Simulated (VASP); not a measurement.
OSZICAR of a VASP run on NaH:

OSZICAR:
```
       N       E                     dE             d eps       ncg     rms          rms(c)
DAV:   1    -0.199953541177E+02   -0.19995E+02   -0.31462E-06   374   0.155E-02    0.125E-03
DAV:   2    -0.199953539315E+02    0.18612E-06   -0.14642E-06   362   0.101E-02    0.114E-03
DAV:   3    -0.199953536666E+02    0.26491E-06   -0.12019E-07   300   0.367E-03    0.401E-04
DAV:   4    -0.199953535746E+02    0.91980E-07   -0.22562E-07   280   0.303E-03
   1 F= -.19995354E+02 E0= -.19995354E+02  d E =-.364009E-15
```

Which electronic solver shows in the log?

It is blocked Davidson (ALGO = Normal, or the opening steps of other solvers). The INCAR had ALGO = Normal.

Can the final energy be trusted as converged?

The run converged. It stopped with EDIFF = 1E-6, NELM = 100 (PBEsol GGA, plane waves, VASP's PBE PAW potentials (set 64)).

The cell is a thin slab with vacuum, built from NaH (rock salt): (100) face.
